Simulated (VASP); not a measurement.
OSZICAR of a VASP run on Pb:

### OSZICAR
```
       N       E                     dE             d eps       ncg     rms          rms(c)
DAV:   1    -0.336886388831E+03   -0.33689E+03   -0.13846E-05  1592   0.261E-02    0.133E-03
DAV:   2    -0.336886385633E+03    0.31979E-05   -0.15574E-06  1430   0.212E-02    0.838E-04
DAV:   3    -0.336886384004E+03    0.16287E-05   -0.78839E-07  1286   0.124E-02    0.305E-04
DAV:   4    -0.336886384871E+03   -0.86689E-06   -0.40685E-07  1190   0.816E-03
   1 F= -.33688638E+03 E0= -.33688650E+03  d E =0.335935E-03
```

### Question
Which electronic solver shows in the log?

### Answer
It is blocked Davidson (ALGO = Normal, or the opening steps of other solvers). The INCAR had ALGO = Normal.

### Question
Can the final energy be trusted as converged?

### Answer
The run converged. It stopped with EDIFF = 1E-6, NELM = 100 (r2SCAN meta-GGA, plane waves, VASP's PBE PAW potentials (set 64)).

The cell is a thin slab with vacuum, built from Pb (fcc): (110) face.
